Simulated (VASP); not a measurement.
```
Cd3ZnS4
1.0
    5.70330     0.00000     0.00000
    0.00000     5.70330     0.00000
    0.00000     0.00000     5.70330
Zn S Cd
1 4 3
Cartesian
  0.00000   5.70330   5.70330
  1.34842   1.34842   1.34842
  4.35488   4.35488   1.34842
  4.35488   1.34842   4.35488
  1.34842   4.35488   4.35488
  2.85165   2.85165   5.70330
  2.85165   0.00000   2.85165
  0.00000   2.85165   2.85165
```

Computed with PBEsol GGA, VASP's PBE PAW potentials (set 64) (plane waves; VASP). Run with 400 eV cut-off, 5×5×5 Γ-centred mesh, tetrahedra with Blöchl corrections, potentials Zn S Cd.

The cores are frozen, which limits the accuracy of field gradients.

Q: Give the principal components of the electric field gradient (V/Å²) and the asymmetry η at each nucleus.

A: 
| atom | Vxx | Vyy | Vzz | η |
|---|---|---|---|---|
| Zn1 | 0.0 | 0.0 | 0.0 | - |
| S2 | -7.0 | -7.0 | 13.9 | 0.00 |
| S3 | -7.0 | -7.0 | 13.9 | 0.00 |
| S4 | -7.0 | -7.0 | 13.9 | 0.00 |
| S5 | -7.0 | -7.0 | 13.9 | 0.00 |
| Cd6 | -16.3 | -16.3 | 32.6 | 0.00 |
| Cd7 | -16.3 | -16.3 | 32.6 | 0.00 |
| Cd8 | -16.3 | -16.3 | 32.6 | 0.00 |

The structure was generated: Cd3ZnS4 was put into an ordered model structure (P-43m), which need not be its known phase. It was relaxed first.
